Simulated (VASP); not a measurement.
Consider the following.

```xyz
1
Lattice="-1.5651 1.5651 1.5651 1.5651 -1.5651 1.5651 1.5651 1.5651 -1.5651" Properties=species:S:1:pos:R:3 pbc="T T T"
Mo     0.0000     0.0000     0.0000
```

Calculation: PBEsol GGA, VASP's PBE PAW potentials (set 64) (plane waves; VASP). Settings: 480 eV cut-off, 16×16×16 Γ-centred mesh, first-order Methfessel-Paxton smearing of 0.10 eV, potentials Mo_sv.

Energy and stress use the plane-wave basis of the starting cell.

**Question.** The ions, cell shape and volume at an external pressure of 10.0 GPa are relaxed. Predict the relaxed structure.

**Answer.** 
```xyz
1
Lattice="-1.5484 1.5484 1.5484 1.5484 -1.5484 1.5484 1.5484 1.5484 -1.5484" Properties=species:S:1:pos:R:3 pbc="T T T"
Mo     0.0000     0.0000     0.0000
```
Space group Im-3m (229), at a tolerance of 0.03 Å.

**Question.** How do energy and volume change from the first to the last step?

**Answer.** The energy (σ→0) changes by +15.1 meV/atom and the volume by -3.2 %, in 4 ionic steps.

The compound is Mo in the bcc structure. This run relaxes it under an external pressure of 10 GPa. Symmetry was kept, so distortions that lower it aren't found.
